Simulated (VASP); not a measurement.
Data:

```
CELL_PARAMETERS angstrom
      2.82170     0.00000     0.00000
      0.00000     2.82170     0.00000
      0.00000     0.00000     2.82170
ATOMIC_POSITIONS crystal
  Al 0.50000 0.50000 0.50000
  Co 0.00000 0.00000 0.00000
```

Computed with r2SCAN meta-GGA, VASP's PBE PAW potentials (set 64) (plane waves; VASP). Run with 480 eV cut-off, 12×12×12 Γ-centred mesh, first-order Methfessel-Paxton smearing of 0.10 eV, potentials Al Co.

Task: What does the run give for the energy per atom (σ→0), band gap (on the k-mesh) with the smallest direct gap where there is one?

Result: 
| Property | Value |
|---|---|
| band gap (on the k-mesh) | none (metal, semimetal or under 0.01 eV) |
| energy per atom (σ→0) | -10.539 eV/atom |

The absolute energy has meaning only against runs of the same code, potentials and settings.

The compound is CoAl in the CsCl type structure. It was relaxed first. The start is the result of an earlier pass. The run is not spin-polarised, so no magnetic state was tried.
